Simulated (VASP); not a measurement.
Calculation: LDA (Ceperley-Alder, Perdew-Zunger), VASP's LDA PAW potentials (set 64) (plane waves; VASP).

Input for VASP

**POSCAR**
```
Ag
1
   -0.0000000000     2.0005372587     2.0005372587
    2.0005372587     0.0000000000     2.0005372587
    2.0005372587     2.0005372587    -0.0000000000
Ag
1
Direct
  0.0000000000   0.0000000000   0.0000000000
```

**KPOINTS**
```
Automatic mesh
0
Gamma
14 14 14
0 0 0
```

**INCAR**
```
# general
SYSTEM =Ag
PREC   =Accurate
ENCUT  =400
LREAL  =.FALSE.
LASPH  =.TRUE.

# electronic loop
EDIFF  =1E-6
NELM   =100
ALGO   =Normal
LMAXMIX=4

# smearing
ISMEAR =1
SIGMA  =0.1

# ions
IBRION =2
NSW    =60
ISIF   =3
EDIFFG =-0.01

# output
LWAVE  =.FALSE.
LCHARG =.FALSE.
```

POTCAR, in this order: Ag (LDA.64 set). Program: vasp_std.

Output

File OSZICAR:
```
       N       E                     dE             d eps       ncg     rms          rms(c)
DAV:   1     0.321098091294E+02    0.32110E+02   -0.49119E+03  2080   0.890E+02
DAV:   2    -0.387190771150E+01   -0.35982E+02   -0.34022E+02  1920   0.178E+02
DAV:   3    -0.411267755085E+01   -0.24077E+00   -0.24072E+00  2284   0.178E+01
DAV:   4    -0.411305847114E+01   -0.38092E-03   -0.38092E-03  2103   0.642E-01
DAV:   5    -0.411306073546E+01   -0.22643E-05   -0.22631E-05  2142   0.448E-02    0.649E+00
DAV:   6    -0.380093068792E+01    0.31213E+00   -0.14519E+00  1904   0.130E+01    0.395E+00
DAV:   7    -0.378719182005E+01    0.13739E-01   -0.13047E-02  2010   0.116E+00    0.214E+00
DAV:   8    -0.378206495761E+01    0.51269E-02   -0.94766E-04  1920   0.322E-01    0.767E-02
DAV:   9    -0.378207717762E+01   -0.12220E-04   -0.84686E-06  2221   0.244E-02    0.909E-03
DAV:  10    -0.378207738918E+01   -0.21156E-06   -0.19340E-06  1953   0.132E-02
   1 F= -.37820774E+01 E0= -.37821315E+01  d E =-.378208E+01
       N       E                     dE             d eps       ncg     rms          rms(c)
DAV:   1    -0.378491946056E+01   -0.28423E-02   -0.54197E-02  1899   0.288E+00    0.338E-01
DAV:   2    -0.378215706390E+01    0.27624E-02   -0.12374E-02  1895   0.122E+00    0.107E-01
DAV:   3    -0.378208871965E+01    0.68344E-04   -0.15101E-04  1955   0.123E-01    0.699E-02
DAV:   4    -0.378207074558E+01    0.17974E-04   -0.24708E-05  1995   0.414E-02    0.380E-03
DAV:   5    -0.378207077979E+01   -0.34203E-07   -0.17982E-07  1182   0.482E-03
   2 F= -.37820708E+01 E0= -.37821214E+01  d E =0.660939E-05
       N       E                     dE             d eps       ncg     rms          rms(c)
DAV:   1    -0.378292901991E+01   -0.85827E-03   -0.15658E-02  1897   0.155E+00    0.182E-01
DAV:   2    -0.378213448777E+01    0.79453E-03   -0.35200E-03  1893   0.651E-01    0.591E-02
DAV:   3    -0.378211386347E+01    0.20624E-04   -0.46381E-05  1942   0.686E-02    0.386E-02
DAV:   4    -0.378210855478E+01    0.53087E-05   -0.71026E-06  1988   0.225E-02    0.178E-03
DAV:   5    -0.378210855891E+01   -0.41300E-08   -0.72005E-08   963   0.298E-03
   3 F= -.37821086E+01 E0= -.37821609E+01  d E =-.311697E-04
```

**OUTCAR**
```
------------------------ aborting loop because EDIFF is reached ----------------------------------------
  FORCE on cell =-STRESS in cart. coord.  units (eV):
  Direction    XX          YY          ZZ          XY          YZ          ZX
  --------------------------------------------------------------------------------------
  Total        0.0003081      0.0003081      0.0003081      0.0000000      0.0000000     -0.0000000
  in kB        0.0308875      0.0308875      0.0308875      0.0000000      0.0000000     -0.0000000
  external PRESSURE =       0.0308875 kB  Pullay stress =       0.0000000 kB
  volume of cell :       15.98
      direct lattice vectors                 reciprocal lattice vectors
     0.000000000  1.999193239  1.999193239    -0.250100886  0.250100886  0.250100886
     1.999193239 -0.000000000  1.999193239     0.250100886 -0.250100886  0.250100886
     1.999193239  1.999193239  0.000000000     0.250100886  0.250100886 -0.250100886
 POSITION                                       TOTAL-FORCE (eV/Angst)
 -----------------------------------------------------------------------------------
      0.00000      0.00000      0.00000        -0.000000      0.000000      0.000000
 -----------------------------------------------------------------------------------
    total drift:                                0.000000      0.000000      0.000000
  FREE ENERGIE OF THE ION-ELECTRON SYSTEM (eV)
  ---------------------------------------------------
  free  energy   TOTEN  =        -3.7821085589 eV

  energy  without entropy=       -3.7822656634  energy(sigma->0) =       -3.78216093

 reached required accuracy - stopping structural energy minimisation
```
(Selected blocks of OUTCAR.)

**CONTCAR**
```
Ag
   1.00000000000000
     0.0000000000000000    1.9991932390460181    1.9991932390460181
     1.9991932390460181   -0.0000000000000000    1.9991932390460181
     1.9991932390460181    1.9991932390460181    0.0000000000000000
  Ag
     1
Direct
     0.0000000000000000    0.0000000000000000    0.0000000000000000
```

The compound is Ag in the fcc structure. This run relaxes it. Symmetry was kept, so distortions that lower it aren't found. The start is the result of an earlier pass.
